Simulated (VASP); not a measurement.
An input for Quantum ESPRESSO's pw.x (written as the equivalent of a VASP run, and not itself run):

```
&CONTROL
  calculation = 'vc-relax'
  pseudo_dir = './pseudo'
  outdir = './out'
  tprnfor = .true.
  tstress = .true.
  nstep = 60
  forc_conv_thr = 0.00078
/
&SYSTEM
  ibrav = 0
  nat = 3
  ntyp = 2
  ecutwfc = 86
  occupations = 'smearing'
  smearing = 'gaussian'
  degauss = 0.003675
  input_dft = 'pbe'
  vdw_corr = 'grimme-d3'
  dftd3_version = 3
  dftd3_threebody = .false.
/
&ELECTRONS
  conv_thr = 7.3e-08
  electron_maxstep = 100
/
&IONS
/
&CELL
/
ATOMIC_SPECIES
  Sn 118.710 Sn.upf
  Se 78.971 Se.upf
CELL_PARAMETERS angstrom
     1.9362233   -3.3536374   -0.0000000
     1.9362233    3.3536374   -0.0000000
     0.0000000    0.0000000    6.2623103
ATOMIC_POSITIONS crystal
  Sn   0.0000000  0.0000000  0.0000000
  Se   0.3333330  0.6666670  0.2530790
  Se   0.6666670  0.3333330  0.7469210
K_POINTS automatic
  6 6 3 0 0 0
```

**Question.** Translate this input to VASP (INCAR, KPOINTS, POSCAR, choice of POTCAR).

**Answer.** This is not unique; one that fits is 
### KPOINTS
```
Automatic mesh
0
Gamma
6 6 3
0 0 0
```

### POSCAR
```
SnSe2
1
    1.9362233474    -3.3536374346    -0.0000000000
    1.9362233474     3.3536374346    -0.0000000000
    0.0000000000     0.0000000000     6.2623102549
Sn Se
1 2
Direct
  0.0000000000   0.0000000000   0.0000000000
  0.3333330000   0.6666670000   0.2530789713
  0.6666670000   0.3333330000   0.7469210287
```

INCAR:
```
SYSTEM  =  SnSe2
PREC  =  Accurate; ENCUT  =  520; LREAL  =  F
LASPH  =  T
EDIFF  =  1E-6; NELM  =  100; ALGO  =  Normal
LMAXMIX  =  4
ISMEAR  =  0; SIGMA  =  0.05
GGA  =  PE; IVDW  =  11
IBRION  =  2; NSW  =  60; ISIF  =  3
EDIFFG  =  -0.02
LWAVE  =  F; LCHARG  =  F
```

POTCAR, in this order: Sn_d Se (PBE.64 set). Program: vasp_std.

What does not carry over: the potentials are each code's own (VASP's PAW set, PseudoDojo norm-conserving files in pw.x), so ENCUT and ecutwfc are chosen apart and not converted; conv_thr bounds pw.x's estimated SCF error, while EDIFF bounds the energy change between steps; forc_conv_thr acts on force components and is met together with etot_conv_thr.

The compound is SnSe2 in the 1T layered structure. This run relaxes it. Symmetry was kept, so distortions that lower it aren't found. The start is the result of an earlier pass.
